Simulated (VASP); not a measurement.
All values below come from PBEsol GGA, VASP's PBE PAW potentials (set 64) (plane waves; VASP 6.6.1).

Input for VASP

INCAR:
```
! general
SYSTEM   =  CsSnI3
PREC     =  Accurate
ENCUT    =  400
LREAL    =  .False.   ! projection in real space or not
LASPH    =  .True.   ! aspherical one-centre terms
NBANDS   =  78

! electronic loop
EDIFF    =  1E-7   ! SCF stop (eV)
NELM     =  100
ALGO     =  Normal
LMAXMIX  =  4   ! l cut-off of mixed one-centre charges

! smearing
ISMEAR   =  0
SIGMA    =  0.01   ! width (eV)

! functional
GGA      =  PS

! output
LWAVE    =  .False.
LCHARG   =  .False.
NEDOS    =  1001

! other
LOPTICS  =  .True.
CSHIFT   =  0.1
```

POSCAR:
```
CsSnI3
1.0
  6.1569952078   0.0000000000   0.0000000000
  0.0000000000   6.1569952078   0.0000000000
  0.0000000000   0.0000000000   6.1569952078
Cs Sn I
1 1 3
Cart
  0.0000000000   0.0000000000   0.0000000000
  3.0784976039   3.0784976039   3.0784976039
  3.0784976039   0.0000000000   3.0784976039
  0.0000000000   3.0784976039   3.0784976039
  3.0784976039   3.0784976039   0.0000000000
```

File KPOINTS:
```
Regular mesh
0
G
 8 8 8
```

POTCAR, in this order: Cs_sv Sn_d I (PBE.64 set). Program: vasp_std.

The dielectric response may not be converged in the k-mesh; for small gaps it tends to come out too large. Unless said otherwise, spin-orbit coupling is left out, though it shifts the bands of the heavy elements here.

What does the run give for the energy per atom (σ→0), band gap (on the k-mesh)?

- energy per atom (σ→0) = -3.018 eV/atom
- band gap (on the k-mesh) = 0.15 eV

OSZICAR:
```
...
DAV:   9    -0.150896870801E+02    0.74883E-03   -0.13761E-03  7520   0.150E-01    0.111E-01
DAV:  10    -0.150898143463E+02   -0.12727E-03   -0.44281E-04  6544   0.463E-02    0.554E-02
DAV:  11    -0.150898472079E+02   -0.32862E-04   -0.64239E-05  6456   0.236E-02    0.153E-02
DAV:  12    -0.150898447712E+02    0.24367E-05   -0.92323E-06  6586   0.885E-03    0.489E-03
DAV:  13    -0.150898454854E+02   -0.71418E-06   -0.24315E-06  6208   0.418E-03    0.255E-03
DAV:  14    -0.150898454337E+02    0.51673E-07   -0.19842E-07  6874   0.164E-03
   1 F= -.15089845E+02 E0= -.15089845E+02  d E =-.623892E-25
 imaginary and real dielectric function
```

The compound is CsSnI3 in the cubic perovskite structure, the ideal cubic form; the compound distorts at low or room temperature. It was relaxed first.
